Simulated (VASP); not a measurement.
The system is Mg2CdS3.

```
Mg Cd S
1.0
     3.53720    0.00000    0.00000
     0.00000    3.53720    0.00000
     0.00000    0.00000   11.82418
Mg Cd S
2 1 3
Direct
  0.50000 0.50000 0.84736
  0.50000 0.50000 0.15264
  0.50000 0.50000 0.50000
  0.00000 0.00000 0.00000
  0.00000 0.00000 0.71455
  0.00000 0.00000 0.28545
```

The cell was built by a generator and needn't be a form met in nature.

* Program: VASP 6.6.1
* Task: relaxation of cell and atoms
* Functional: PBE
* Potentials or basis: VASP PAW PBE potentials, release 64 (Mg, Cd, S)
* Cutoff: 520 eV
* k mesh: 4 × 4 × 2
* Occupations: gaussian, width 0.15 eV
* Spin: no spin polarisation

At the start: pressure -8.9 GPa; volume 24.66 Å³/atom.

**Question.** Where does the relaxation end?

**Answer.** Over 19 steps the energy falls by 261.5 meV/atom and the volume is 18.36 Å³/atom (-25.5 %); space group P4/mmm (No. 123, to 0.05 Å).

The path:
| step | energy change (eV) | largest force (eV/Å) | pressure (GPa) | volume (Å³) |
| --- | --- | --- | --- | --- |
| 1 | 0.0000 | 0.5622 | -8.94 | 147.94 |
| 2 | -1.1387 | 0.3592 | -2.95 | 120.40 |
| 3 | -1.1779 | 0.3142 | 0.81 | 113.66 |
| 4 | -1.1820 | 0.3057 | 0.19 | 115.00 |
| 5 | -1.1818 | 0.3121 | -0.03 | 115.60 |
| 6 | -1.2040 | 0.2938 | -0.22 | 115.35 |
| 7 | -1.2801 | 0.3963 | -0.37 | 114.55 |
| 8 | -1.4244 | 0.4119 | -0.16 | 112.77 |
| 9 | -1.1892 | 0.8305 | 2.48 | 108.43 |
| 10 | -1.4410 | 0.3642 | 0.18 | 111.97 |
| 11 | -1.4429 | 0.3210 | 0.40 | 111.52 |
| 12 | -1.4672 | 0.2328 | -1.01 | 113.13 |
| 13 | -1.4679 | 0.2387 | -1.12 | 113.34 |
| 14 | -1.4961 | 0.2331 | -0.87 | 112.41 |
| 15 | -1.5424 | 0.1519 | 0.37 | 109.66 |
| 16 | -1.5599 | 0.1233 | 0.09 | 109.94 |
| 17 | -1.5619 | 0.1658 | 0.02 | 110.08 |
| 18 | -1.5656 | 0.1052 | -0.05 | 110.10 |
| 19 | -1.5688 | 0.0344 | -0.09 | 110.15 |

Final structure:
```xyz
6
Lattice="3.3290 0.0000 0.0000 0.0000 3.3290 0.0000 0.0000 0.0000 9.9389" Properties=species:S:1:pos:R:3 pbc="T T T"
Mg    1.6645    1.6645    8.2420
Mg    1.6645    1.6645    1.6969
Cd    1.6645    1.6645    4.9695
S     0.0000    0.0000    0.0000
S     0.0000    0.0000    6.7648
S     0.0000    0.0000    3.1741
```

Caveat: the k mesh is coarse (spacing up to 0.44 Å⁻¹), so the values aren't converged; the volume moved by over 15 % at a fixed basis, so the end points are rough.
